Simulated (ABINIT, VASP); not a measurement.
Input for VASP

INCAR:
```
SYSTEM = CuCl
PREC = Accurate
ENCUT = 300
EDIFF = 1E-6
NELM = 100
ALGO = Normal
LREAL = .FALSE.
LASPH = .TRUE.
ISMEAR = -1
SIGMA = 0.05
GGA = PE
LMAXMIX = 4
LWAVE = .FALSE.
LCHARG = .FALSE.
ISIF = 2
LDAU = .TRUE.
LDAUTYPE = 2
LDAUL = 2 -1
LDAUU = 7.0 0
LDAUJ = 0 0
```

**POSCAR**
```
CuCl
1
    0.0000000000     2.7050000000     2.7050000000
    2.7050000000     0.0000000000     2.7050000000
    2.7050000000     2.7050000000     0.0000000000
Cu Cl
1 1
Direct
  0.0000000000   0.0000000000   0.0000000000
  0.2500000000   0.2500000000   0.2500000000
```

File KPOINTS:
```
Automatic mesh
0
Gamma
9 9 9
0 0 0
```

POTCAR, in this order: Cu Cl (PBE.64 set). Program: vasp_std.

Q: Write an input for ABINIT that does the same calculation.

A: One input that does it (PBE+U, PAW (JTH v2.0 PBE PAW)):
```
# CuCl, JTH v2.0 PBE PAW
pp_dirpath "./"
pseudos "Cu.GGA_PBE-JTH.xml, Cl.GGA_PBE-JTH.xml"
acell 7.2290484310 7.2290484310 7.2290484310
rprim
        -0.0000000000    0.7071067812    0.7071067812
         0.7071067812   -0.0000000000    0.7071067812
         0.7071067812    0.7071067812   -0.0000000000
natom 2
ntypat 2
znucl 29 17
typat 1 2
xred
         0.0000000000    0.0000000000    0.0000000000
         0.2500000000    0.2500000000    0.2500000000
ecut 30 Ha
pawecutdg 60 Ha
pawxcdev 0
usepawu 1
lpawu 2 -1
upawu 7 0 eV
jpawu 0 0 eV
occopt 3
tsmear 0.00183747
nband 18
kptopt 1
ngkpt 9 9 9
nshiftk 1
shiftk 0 0 0
nstep 50
toldfe 1.0e-09
prtwf 0
prtden 0
prtvol 1
```
Both are inputs of real runs that ended normally. What can't carry over is the choice of potentials or basis and its cut-off, and each code's defaults.

The structure is a typed CuCl crystal (F-43m). The cell was not relaxed at this level, and it may have been scaled.
